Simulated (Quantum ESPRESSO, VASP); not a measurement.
## Code comparison for Tm (P6_3/mmc, 2 atoms in the cell)

Self-consistent single point.

```xyz
2
Lattice="1.7700 -3.0657 0.0000 1.7700 3.0657 0.0000 0.0000 0.0000 5.5500" Properties=species:S:1:pos:R:3 pbc="T T T"
Tm     1.7700     1.0219     1.3875
Tm     1.7700    -1.0219     4.1625
```
Moments meant for the start (each program seeds them in its own way; μB, in the order of the atoms Tm Tm): 2.0 2.0.

All programs got the same cell, k-point mesh and kind of occupations, and the same starting moments (in VASP's words: KPOINTS grid = 7 7 4; KPOINTS shift = 0 0 0; ISMEAR = 0; SIGMA = 0.05 eV); potentials, basis and cutoffs are each program's usual ones.

| code | model | pressure (GPa) | size of the net moment (μB/atom) | cutoff |
|---|---|---|---|---|
| VASP | PBE, VASP's PBE PAW potentials (set 64) | 0.97 | 1.10 | 300 eV |
| Quantum ESPRESSO | PBE, SSSP 1.1.2 efficiency (PBE) pseudopotentials | 2.40 | 1.16 | 50 Ry |

The spread over the programs that give each value: pressure within 1.43 GPa; size of the net moment within 0.06 μB/atom.

The starting cell has typed, rounded lattice constants, without a prior relaxation at this level. On VASP's run: Spin-orbit coupling is off. The magnetic order is the one reached from the typed start; others were not searched systematically. With U or open f shells several self-consistent states can exist. The f electrons are in the valence without U or exact exchange, which can misplace them near the Fermi level. Spin-orbit terms, which matter for f shells, are left out.

### Question
Why do the programs differ, and what cannot be compared?

### Answer
Differences of this kind can come from the potentials, where these differ, and from what each basis and cutoff leave unconverged. The zero of total energies and Fermi levels follows the potentials and each program's conventions, so they are not compared here. Site moments depend on each program's spheres or projections; the total moment of the cell does not.

VASP's run is marked for a possible Pulay error in its stress at this cutoff; no cutoff test was made.

Left out of this page: Ansatz (with a known weakness of the program); GPAW (stopped by limits of time or memory); Elk (failed or unconverged); FLEUR (not drawn, or without a comparable value).
